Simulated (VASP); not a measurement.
# Sn2HBr3 in VASP: a series of runs, part 2 of 2

VASP 6.6.1. Earlier steps stand in the parts before.

**5. Relaxation of cell and atoms, PBE**

This run uses another cell than the first one, of 27.31 Å³/atom, 1.057 times its volume.

INCAR

```
ALGO     = Fast           # electronic algorithm
EDIFF    = 1E-4           # SCF threshold, eV
EDIFFG   = -0.08          # ionic threshold
ENCUT    = 520            # plane-wave cutoff, eV
GGA      = PE             # functional
IBRION   = 2              # ionic algorithm
ISIF     = 3              # what is computed and relaxed
ISMEAR   = 0              # smearing method
KPAR     = 2            
LASPH    = T              # aspherical terms in the spheres
LCHARG   = F              # write CHGCAR
LREAL    = F              # projectors in reciprocal space
LWAVE    = F              # write WAVECAR
NELM     = 60             # most SCF steps
NSW      = 24             # ionic steps
PREC     = Normal         # precision mode
SIGMA    = 0.15           # smearing width, eV
```

KPOINTS

```
k-points
0
Gamma
  3 3 3
```

POSCAR

```
Sn2HBr3
1.0
    6.1526869700      0.0000000000      0.0000000000
   -3.0763434800      5.3283832100      0.0000000000
    0.0000000000      0.0000000000      4.9984366000
Sn H Br
2 1 3
Direct
    0.3333333300      0.6666666700      0.0000000000
    0.6666666700      0.3333333300      0.0000000000
    0.0000000000      0.0000000000      0.0000000000
    0.5000000000      0.0000000000      0.5000000000
    0.5000000000      0.5000000000      0.5000000000
    0.0000000000      0.5000000000      0.5000000000
```

Potentials or basis: VASP PAW PBE potentials, release 64 (Sn_d, H, Br).

Run with:

```console
> cat potpaw_PBE.64/Sn_d/POTCAR potpaw_PBE.64/H/POTCAR potpaw_PBE.64/Br/POTCAR > POTCAR
> mpirun -np 2 vasp_std > vasp.out
```

OUTCAR:

```text
EDIFF = 1E-4
   EDIFFG = -0.08
   ENCUT = 520
   GGA = PE
   IBRION = 2
   ISIF = 3
   ISMEAR = 0
   LASPH = T
   LREAL = F
   NELM = 60
   NSW = 24
   PREC = Normal

 ion  position               nearest neighbor table
   1  0.333  0.667  0.000-   4 3.07   4 3.07   6 3.07   6 3.07   5 3.07   5 3.07   2 3.55   2 3.55
                             2 3.55
   2  0.667  0.333  0.000-   4 3.07   4 3.07   6 3.07   6 3.07   5 3.07   5 3.07   1 3.55   1 3.55
                             1 3.55
   3  0.000  0.000  0.000-
   4  0.500  0.000  0.500-   1 3.07   2 3.07   1 3.07   2 3.07
   5  0.500  0.500  0.500-   1 3.07   2 3.07   1 3.07   2 3.07
   6  0.000  0.500  0.500-   1 3.07   2 3.07   1 3.07   2 3.07

  LATTYP: Found a hexagonal cell.
 ALAT       =     6.1526869700
 C/A-ratio  =     0.8123989770

  Lattice vectors:

 A1 = (   6.1526869700,   0.0000000000,   0.0000000000)
 A2 = (  -3.0763434800,   5.3283832100,   0.0000000000)
 A3 = (   0.0000000000,   0.0000000000,   4.9984366000)

Analysis of symmetry for initial positions (statically):
=====================================================================
 Subroutine PRICEL returns:
 Original cell was already a primitive cell.

 Routine SETGRP: Setting up the symmetry group for a
 hexagonal supercell.

 Subroutine GETGRP returns: Found 24 space group operations
 (whereof 24 operations were pure point group operations)
 out of a pool of 24 trial point group operations.

The static configuration has the point symmetry D_6h.

Analysis of symmetry for dynamics (positions and initial velocities):
=====================================================================
 Subroutine PRICEL returns:
 Original cell was already a primitive cell.

 Routine SETGRP: Setting up the symmetry group for a
 hexagonal supercell.

 Subroutine GETGRP returns: Found 24 space group operations
 (whereof 24 operations were pure point group operations)
 out of a pool of 24 trial point group operations.

The dynamic configuration has the point symmetry D_6h.

 Subroutine INISYM returns: Found 24 space group operations
[... 111 lines left out ...]
   GGA     = PE    functional components
   LHFCALC =     F    Hartree Fock is set to
   AEXX    =    0.0000 exact exchange contribution
   IVDW    =     0    specifies the selected vdW correction
   LEPSILON=     F    determine dielectric tensor
   LRPA    =     F    only Hartree local field effects (RPA)
 conjugate gradient relaxation of ions
 non-spin polarized calculation
 RMM-DIIS sequential band-by-band and
 Gauss-broadening in eV      SIGMA  =   0.15
  energy-cutoff  :      520.00
  volume of cell :      163.87
 maximum number of plane-waves:      4447
   NGX = 23   NGY = 23   NGZ = 19

--------------------------------------- Ionic step        1  -------------------------------------------

 number of electron      50.0000039 magnetization

 Free energy of the ion-electron system (eV)
  ---------------------------------------------------
  ext. energy  EPLUGINS =         0.00000000
  ---------------------------------------------------
  free energy    TOTEN  =       -14.05248967 eV

  energy without entropy =      -13.98598350  energy(sigma->0) =      -14.01923658

------------------------ aborting loop because EDIFF is reached ----------------------------------------

  FORCE on cell =-STRESS in cart. coord.  units (eV):
  Direction    XX          YY          ZZ          XY          YZ          ZX
  --------------------------------------------------------------------------------------
  -------------------------------------------------------------------------------------
  Total        6.2706253      6.2706253      0.7353705      0.0000000     -0.0000000      0.0000000
  in kB       61.3093870     61.3093868      7.1898909      0.0000001     -0.0000000      0.0000000
  external PRESSURE =      43.2695549 kB  Pullay stress =       0.0000000 kB
[... 101 lines left out ...]
  FREE ENERGIE OF THE ION-ELECTRON SYSTEM (eV)
  ---------------------------------------------------
  free  energy   TOTEN  =       -14.8738827175 eV

  energy  without entropy=      -14.8051645042  energy(sigma->0) =      -14.83952361

[... ionic steps 4 to 9 ...]

--------------------------------------- Ionic step       10  -------------------------------------------

 number of electron      50.0000070 magnetization

------------------------ aborting loop because EDIFF is reached ----------------------------------------
[... 75 lines left out ...]
--------------------------------------- Ionic step       12  -------------------------------------------

 number of electron      50.0000097 magnetization

 Free energy of the ion-electron system (eV)
  ---------------------------------------------------
  ext. energy  EPLUGINS =         0.00000000
  ---------------------------------------------------
  free energy    TOTEN  =       -15.70893974 eV

  energy without entropy =      -15.64171569  energy(sigma->0) =      -15.67532772

 E-fermi :   1.9095     XC(G=0):  -7.5637

 val. band max:        1.8478933119   @ k =   0.3333   0.3333   0.3333
 cond. band min:       1.9177431889   @ k =   0.3333   0.0000   0.0000
 fundamental gap:      0.0698498770
 Fermi energy:         1.9095492249

 k-point     1 :       0.0000    0.0000    0.0000
  band No.  band energies     occupation
      1     -20.6851      2.00000
      2     -20.6796      2.00000
      3     -20.6757      2.00000
      4     -20.6757      2.00000
      5     -20.6738      2.00000
      6     -20.6738      2.00000
[... 220 lines left out ...]
  FREE ENERGIE OF THE ION-ELECTRON SYSTEM (eV)
  ---------------------------------------------------
  free  energy   TOTEN  =       -15.7089397395 eV

  energy  without entropy=      -15.6417156937  energy(sigma->0) =      -15.67532772

 reached required accuracy - stopping structural energy minimisation
```

OSZICAR:

```text
N       E                     dE             d eps       ncg     rms          rms(c)
DAV:   1     0.502661461775E+03    0.50266E+03   -0.23042E+04   360   0.190E+03
DAV:   2     0.686313460453E+02   -0.43403E+03   -0.42304E+03   368   0.495E+02
DAV:   3    -0.103474958664E+02   -0.78979E+02   -0.75453E+02   428   0.178E+02
[... 127 lines left out ...]
DAV:   1    -0.157192109139E+02   -0.10372E-01   -0.21867E-01   456   0.485E+00    0.550E-01
RMM:   2    -0.157145220979E+02    0.46888E-02   -0.16450E-02   363   0.109E+00    0.746E-01
RMM:   3    -0.157100996030E+02    0.44225E-02   -0.19579E-03   415   0.273E-01    0.201E-01
RMM:   4    -0.157089552538E+02    0.11443E-02   -0.39684E-03   386   0.537E-01    0.547E-02
RMM:   5    -0.157089397395E+02    0.15514E-04   -0.35897E-04   251   0.124E-01
  12 F= -.15708940E+02 E0= -.15675328E+02  d E =-.216775E+00
```

CONTCAR:

```text
Sn2HBr3
   1.00000000000000
     7.3921417324954914    0.0000000011161290   -0.0000000000000000
    -3.6960708592739020    6.4017825161625161   -0.0000000000000000
    -0.0000000000000000   -0.0000000000000000    4.3589776335470027
  Sn              H               Br
     2     1     3
Direct
     0.3333333300000021    0.6666666699999979    0.0000000000000000
     0.6666666699999979    0.3333333300000021    1.0000000000000000
     0.0000000000000000    0.0000000000000000    0.0000000000000000
     0.5000000000000000    0.0000000000000000    0.5000000000000000
     0.5000000000000000    0.5000000000000000    0.5000000000000000
     0.0000000000000000    0.5000000000000000    0.5000000000000000

  0.00000000E+00  0.00000000E+00  0.00000000E+00
  0.00000000E+00  0.00000000E+00  0.00000000E+00
  0.00000000E+00  0.00000000E+00  0.00000000E+00
  0.00000000E+00  0.00000000E+00  0.00000000E+00
  0.00000000E+00  0.00000000E+00  0.00000000E+00
  0.00000000E+00  0.00000000E+00  0.00000000E+00
```

Wall time 98 s (2 MPI ranks of Intel Xeon Platinum 8375C at 2.90GHz (Ice Lake), shared host); peak memory 0.2 GiB.

Results:

| Quantity | Value |
| --- | --- |
| Free energy | -15.7089 eV |
| Relaxed volume | 34.38 Å³/atom |
| Relaxed cell | a = 7.392 Å, b = 7.392 Å, c = 4.359 Å, α = 90.00°, β = 90.00°, γ = 120.00° |
| Space group after relaxing (to 0.05 Å) | P6/mmm (No. 191) |
| Energy gained by relaxing | 276.1 meV/atom |
| Ionic steps | 12 |
| Pressure after relaxing | 0.2 GPa |
| Band gap on the k mesh | none (metal or under the smearing width) |

Stress tensor (GPa, compression positive):
```
 0.34  0.00  0.00
 0.00  0.34  0.00
 0.00  0.00 -0.01
```

Step by step:
```csv
step,energy change (eV),largest force (eV/Å),pressure (GPa),volume (Å³)
1,0.0000,0.0000,4.33,163.87
2,-0.4819,0.0000,1.08,181.88
3,-0.8214,0.0000,-2.27,214.19
4,-1.1246,0.0000,-2.38,220.36
5,-1.3647,0.0000,-2.15,227.77
6,-1.4361,0.0000,-2.01,239.92
7,-1.4575,0.0000,-2.27,235.42
8,-1.4397,0.0000,-2.45,232.29
9,-1.5937,0.0000,-1.34,219.75
10,-1.6052,0.0000,1.45,196.05
11,-1.6564,0.0000,-0.11,207.29
12,-1.6565,0.0000,0.22,206.28
```

Final structure:
```
Sn H Br
1.0
     7.39214    0.00000    0.00000
    -3.69607    6.40178    0.00000
     0.00000    0.00000    4.35898
Sn H Br
2 1 3
Direct
  0.33333 0.66667 0.00000
  0.66667 0.33333 0.00000
  0.00000 0.00000 0.00000
  0.50000 0.00000 0.50000
  0.50000 0.50000 0.50000
  0.00000 0.50000 0.50000
```

Levels at points of the mesh, in eV from the Fermi level:
```csv
k point,band 21,band 22,band 23,band 24,band 25,band 26,band 27,band 28,band 29,band 30
"(0.00, 0.00, 0.00)",-2.82,-2.82,-2.45,-2.04,-0.25,-0.18,-0.18,0.45,2.68,2.68
```

Caveat: the k mesh is coarse (spacing up to 0.42 Å⁻¹), so the values aren't converged; the volume moved by over 15 % at a fixed basis, so the end points are rough; the relaxation stopped at a loose force limit of 0.08 eV/Å, so its end isn't a converged minimum.
